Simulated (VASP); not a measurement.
GdNiAs (space group P-6m2): computed properties

Computed with PBEsol GGA, VASP's PBE PAW potentials (set 64) (plane waves; VASP).

```json
{
  "space_group": "P-6m2 (187)",
  "cell": "a = b = 4.008 Å, c = 3.895 Å, α = β = 90.00°, γ = 120.00°",
  "volume_per_atom": "18.06 Å³/atom",
  "band gap (over mesh and band path)": "none (metal, semimetal or under 0.01 eV)",
  "cell_moment": "0.00 μB",
  "band_gap_with_spin_orbit_coupling": "none (metallic)",
  "density": "8.91 g/cm³"
}
```

```
GdNiAs
1.0
    4.00764     0.00000     0.00000
   -2.00382     3.47072     0.00000
    0.00000     0.00000     3.89517
Gd Ni As
1 1 1
Direct
  0.00000   0.00000   0.50000
  0.33333   0.66667   0.00000
  0.66667   0.33333   0.00000
```

The 4f electrons are frozen in the core of the lanthanide potential, so 4f levels, which can set the real gap, and their magnetism are missing.

The structure comes from a computed database's GdNiAs entry (P-6m2); how it stands against other phases isn't given here. It was relaxed first. Symmetry was kept, so distortions that lower it aren't found.
